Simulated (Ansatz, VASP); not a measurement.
# C (Graphite) in two plane-wave programs, part 3 of 3

Wanted: the spread between two codes on one cell, functional and k mesh.  The cell comes out of the VASP series on this material, whose earlier steps may have relaxed, scaled or displaced it; both programs get it as it stands.

VASP 6.6.1 and Ansatz 0.2.0.

So far: Set-up; Ansatz: zone-centre phonons, r2SCAN; VASP: zone-centre phonons, r2SCAN; Comparison.

**5. VASP: elastic constants, r2SCAN**

Level of this step: r2SCAN; plane waves and PAW (C) (VASP).

Elastic constants are differences of stresses under small strains, so they test the stress and the mesh.

The input, INCAR:

```
SYSTEM = C
PREC = Accurate
ENCUT = 560
EDIFF = 1E-07
NELM = 100
ISMEAR = 0
SIGMA = 0.05
LREAL = .FALSE.
ALGO = Normal
METAGGA = R2SCAN
LASPH = .TRUE.
NBANDS = 14
LORBIT = 11
LWAVE = .FALSE.
LCHARG = .FALSE.
KPAR = 4
IBRION = 6
NFREE = 2
POTIM = 0.015
ISIF = 3
NSW = 1
```

The input, POSCAR:

```
C
1.0
    2.4577244844      0.0000000000      0.0000000000
   -1.2288622422      2.1284518390      0.0000000000
    0.0000000000      0.0000000000      7.0433122911
C
4
Direct
    0.0000000000      0.0000000000      0.2500000000
    0.0000000000      0.0000000000      0.7500000000
    0.3333333333      0.6666666667      0.2500000000
    0.6666666667      0.3333333333      0.7500000000
```

The input, KPOINTS:

```
Automatic mesh
0
Gamma
10 10 3
0 0 0
```

PAW data sets: C (PBE family, release 64).

Run with:

```console
> mpirun -np 4 vasp_std
```

Numbers of over 12 decimals in the logs are rounded to 6 here.

Log:

```text
[banner, memory and clock lines left out]
running    4 mpi-ranks, on    1 nodes
[...]
[... a notice as in an earlier step ...]

 LDA part: xc-table for (None), standard interpolation
 POSCAR, INCAR and KPOINTS ok, starting setup
[...]
entering main loop
       N       E                     dE             d eps       ncg     rms          rms(c)
DAV:   1     0.397415846286E+02    0.39742E+02   -0.85104E+03   784   0.114E+03
DAV:   2    -0.419424896750E+02   -0.81684E+02   -0.73857E+02  1122   0.214E+02
DAV:   3    -0.455156325587E+02   -0.35731E+01   -0.35341E+01  1018   0.433E+01
DAV:   4    -0.455531378643E+02   -0.37505E-01   -0.37480E-01   970   0.522E+00
[...]
DAV:  10    -0.397648767054E+02   -0.61121E-04   -0.33117E-05  1038   0.512E-02    0.318E-02
DAV:  11    -0.397648920805E+02   -0.15375E-04   -0.89435E-06   868   0.246E-02    0.165E-03
DAV:  12    -0.397648920608E+02    0.19699E-07   -0.13879E-07   910   0.302E-03
   1 F= -.39764892E+02 E0= -.39764892E+02  d E =-.921529E-11
[... from here on, the cycles between the ionic steps are left out ...]
   2 F= -.39737207E+02 E0= -.39737207E+02  d E =-.147120E-19
   3 F= -.39737389E+02 E0= -.39737389E+02  d E =-.730501E-13
  11 F= -.39764834E+02 E0= -.39764834E+02  d E =-.390763E-12
  12 F= -.39764840E+02 E0= -.39764840E+02  d E =-.353380E-13
  13 F= -.39764840E+02 E0= -.39764840E+02  d E =-.191711E-12
  14 F= -.39758532E+02 E0= -.39758532E+02  d E =-.170016E-17
  15 F= -.39758532E+02 E0= -.39758532E+02  d E =-.383008E-18
  16 F= -.39762930E+02 E0= -.39762930E+02  d E =-.116915E-10
  17 F= -.39762930E+02 E0= -.39762930E+02  d E =-.118460E-10
  18 F= -.39758527E+02 E0= -.39758527E+02  d E =-.633671E-17
  19 F= -.39758527E+02 E0= -.39758527E+02  d E =-.483134E-17
  20 F= -.39762933E+02 E0= -.39762933E+02  d E =-.121597E-10
  21 F= -.39762933E+02 E0= -.39762933E+02  d E =-.120272E-10
 Finite differences progress:
  Degree of freedom:  10/ 10
  Displacement:        2/  2
  Total:              20/ 20
```

OUTCAR, selected parts (step 5):

```text
  Total       -0.0641360     -0.0641360     -0.0287509      0.0000000      0.0000000      0.0000000
  in kB       -2.7889346     -2.7889346     -1.2502244      0.0000000      0.0000000      0.0000000
  external PRESSURE =      -2.2760312 kB  Pullay stress =       0.0000000 kB

 POSITION                                       TOTAL-FORCE (eV/Angst)
 -----------------------------------------------------------------------------------
      0.00000      0.00000      1.76083         0.000000     -0.000000     -0.257718
      0.00000      0.00000      5.28248        -0.000000      0.000000     -0.001953
     -0.00000      1.41897      1.74583         0.000000     -0.000000      0.260936
      1.22886      0.70948      5.28248         0.000000     -0.000000     -0.001266
 -----------------------------------------------------------------------------------
    total drift:                               -0.000000     -0.000000      0.000436

  FREE ENERGIE OF THE ION-ELECTRON SYSTEM (eV)
  ---------------------------------------------------
  free  energy   TOTEN  =       -39.7629332204 eV

  energy  without entropy=      -39.7629332204  energy(sigma->0) =      -39.76293322

[... 3 further parts left out ...]
[key lines of the parts left out:]
E-fermi :   3.7861
```

**6. Ansatz: elastic constants, r2SCAN**

The same cell, functional, mesh and smearing now go to Ansatz, which takes its cutoff from its data sets.

The cell comes out of the VASP series on this material, whose earlier steps may have relaxed, scaled or displaced it; both programs get it as it stands.

The input, input.yaml:

```yaml
crystal:
  lattice:
    - [2.4577244844, 0.0, 0.0]
    - [-1.2288622422, 2.128451839, 0.0]
    - [0.0, 0.0, 7.0433122911]
  atoms:
    - { symbol: C, position: [0.0, 0.0, 0.25] }
    - { symbol: C, position: [0.0, 0.0, 0.75] }
    - { symbol: C, position: [0.3333333333, 0.6666666667, 0.25] }
    - { symbol: C, position: [0.6666666667, 0.3333333333, 0.75] }
hamiltonian:
  xc: r2scan
  pseudopotentials: { kind: paw }
kpoints:
  mp_grid: { grid: [10, 10, 3] }
scf:
  occupations: { method: gaussian, width: 0.05 }
elastic:
  mode: relaxed_ion
  stencil: two_point
output:
  forces: true
  stress: true
```

Run with:

```console
> ansatz run input.yaml --threads 4 --pin off --max-ram 9216MiB --backend cpu --events-out ev --progress --plain --runs-dir out
```

Log:

```text
[...]
Crystal: 4 atoms, lattice volume = 36.845 Å³
Basis set: ecut = 500 eV, 955 PW (Γ), exchange–correlation on 72×72×216 points (64 copies of the dense FFT grid, shifted against one another)
Bands: 12, of which v1, the nominal top of the filled ones, is band 8 counted from 1 (7 counted from 0)
Symmetry: 24 space group operations
[...]
k-points: 28 of 300
[...]
2.000e-3      -0.1051       -1006.6814037       5    6177    962   relax 0 steps, max|allowed force component| 2.13e-16 eV/Å
[...]
δ    σ_23 (GPa)             F (eV)   n_scf  n_hpsi   n_pw
    -2.000e-3      -0.0068       -1006.6813420       2   12787    962   relax 1 steps, max|allowed force component| 6.26e-6 eV/Å
     2.000e-3       0.0068       -1006.6813420       2   12771    962   relax 1 steps, max|allowed force component| 6.27e-6 eV/Å
[key lines of the parts left out:]
SCF converged after 2 iterations
Free energy (F): -1006.681346 eV
Fermi energy:    6.562189 eV
P = ⅓ Tr σ = -0.6255 GPa (-6.255 kbar)
```

Elapsed: 14 s, on 4 threads of Arm Neoverse V1, shared host; peak memory 0.43 GiB.

**7. Differences**

What differs besides the data sets and the points named for the pairs above, as far as they apply: the cutoff is 500 eV in Ansatz and 560 eV in VASP. Total energies have different zeros and are not compared.

The two programs side by side:

| quantity | Ansatz | VASP | difference |
| --- | --- | --- | --- |
| C11 (GPa) | 1046.1 | 1045.1 | +0.10 % |
| C22 (GPa) | 1046.1 | 1045.1 | +0.10 % |
| C33 (GPa) | 23.1 | 20.5 | +12.77 % |
| C12 (GPa) | 171.8 | 170.5 | +0.77 % |
| C13 (GPa) | -3.8 | -4.3 | -13.33 % |
| C23 (GPa) | -3.8 | -4.3 | -13.33 % |
| C44 (GPa) | 3.4 | 2.2 | +57.41 % |
| C55 (GPa) | 3.4 | 2.2 | +57.41 % |
| C66 (GPa) | 437.1 | 437.3 | -0.04 % |

**8. What came out**

| Property | Result |
| --- | --- |
| difference in mode 4 to 5 (zone-centre phonons, r2SCAN) | 4.3 cm⁻¹ |
| difference in C44 (elastic constants, r2SCAN) | 57 % |

**Reading.** The difference in C44 is 57 % (elastic constants, r2SCAN), beyond the 5 % picked in this series as the mark of a large difference. Differences of this kind measure data sets and numerical settings, not the functional's error against experiment.

[Lines on the potential files, build, host, timing and source positions are cut from VASP's logs without a mark.]

[Logs are printed without paths, hosts, clocks, repeated set-up lines and the standing remarks that a program may print on its own settings, such as how far it seeks lower states.]

[Hosts, paths, dates, database ids (printed as entryN), source tags and the programs' standing remarks are cut or masked in the printed files.]
